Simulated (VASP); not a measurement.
An input for Quantum ESPRESSO's pw.x (written as the equivalent of a VASP run, and not itself run):

```
&CONTROL
  calculation = 'vc-relax'
  pseudo_dir = './pseudo'
  outdir = './out'
  tprnfor = .true.
  tstress = .true.
  nstep = 40
  forc_conv_thr = 0.00078
/
&SYSTEM
  ibrav = 0
  nat = 4
  ntyp = 2
  ecutwfc = 78
  occupations = 'smearing'
  smearing = 'methfessel-paxton'
  degauss = 0.00735
  input_dft = 'pbe'
/
&ELECTRONS
  conv_thr = 7.3e-08
  electron_maxstep = 100
/
&IONS
/
&CELL
/
ATOMIC_SPECIES
  Sc 44.956 Sc.upf
  Al 26.982 Al.upf
CELL_PARAMETERS angstrom
     4.1063578    0.0000000   -0.0000000
     0.0000000    4.1063578    0.0000000
     0.0000000    0.0000000    4.1063578
ATOMIC_POSITIONS crystal
  Sc   0.0000000  0.0000000  0.0000000
  Al   0.0000000  0.5000000  0.5000000
  Al   0.5000000  0.0000000  0.5000000
  Al   0.5000000  0.5000000  0.0000000
K_POINTS automatic
  8 8 8 0 0 0
```

Write the VASP files for the same calculation (PBE).

This is not unique; one that fits is 
### KPOINTS
```
Automatic mesh
0
Gamma
8 8 8
0 0 0
```

File POSCAR:
```
Al3Sc
1
    4.1063577754     0.0000000000    -0.0000000000
    0.0000000000     4.1063577754     0.0000000000
    0.0000000000     0.0000000000     4.1063577754
Sc Al
1 3
Direct
  0.0000000000   0.0000000000   0.0000000000
  0.0000000000   0.5000000000   0.5000000000
  0.5000000000   0.0000000000   0.5000000000
  0.5000000000   0.5000000000   0.0000000000
```

INCAR:
```
SYSTEM  =  Al3Sc
PREC  =  Accurate; ENCUT  =  500; LREAL  =  .FALSE.
LASPH  =  .TRUE.
EDIFF  =  1E-6; NELM  =  100; ALGO  =  Normal
LMAXMIX  =  4
ISMEAR  =  1; SIGMA  =  0.1
GGA  =  PE
IBRION  =  2; NSW  =  40; ISIF  =  3
EDIFFG  =  -0.02
LWAVE  =  .FALSE.; LCHARG  =  .FALSE.
```

POTCAR, in this order: Sc_sv Al (PBE.64 set). Program: vasp_std.

Limits of the translation: the potentials are each code's own (VASP's PAW set, PseudoDojo norm-conserving files in pw.x), so ENCUT and ecutwfc are chosen apart and not converted; conv_thr bounds pw.x's estimated SCF error, while EDIFF bounds the energy change between steps; forc_conv_thr acts on force components and is met together with etot_conv_thr.

The compound is Al3Sc in the L1_2 structure. It was relaxed first.
